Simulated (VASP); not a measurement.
Data:

```xyz
1
Lattice="-1.6500 1.6500 1.6500 1.6500 -1.6500 1.6500 1.6500 1.6500 -1.6500" Properties=species:S:1:pos:R:3 pbc="T T T"
Nb     0.0000     0.0000     0.0000
```

These are PBE GGA with D3 dispersion (zero damping), VASP's PBE PAW potentials (set 64) (plane waves; VASP) values and carry that method's errors. Run with 520 eV cut-off, 14×14×14 Γ-centred mesh, first-order Methfessel-Paxton smearing of 0.10 eV, potentials Nb_sv.

Energy and stress use the plane-wave basis of the starting cell.

**Question.** The ions, cell shape and volume are relaxed. Give the cell that the relaxation ends in.

**Answer.** 
```xyz
1
Lattice="-1.6330 1.6330 1.6330 1.6330 -1.6330 1.6330 1.6330 1.6330 -1.6330" Properties=species:S:1:pos:R:3 pbc="T T T"
Nb     0.0000     0.0000     0.0000
```
Space group Im-3m (229), at a tolerance of 0.03 Å.

**Question.** How do energy and volume change from the first to the last step?

**Answer.** The energy (σ→0) changes by -9.6 meV/atom and the volume by -3.1 %, in 3 ionic steps.

The compound is Nb in the bcc structure. This run relaxes it. Symmetry was kept, so distortions that lower it aren't found.
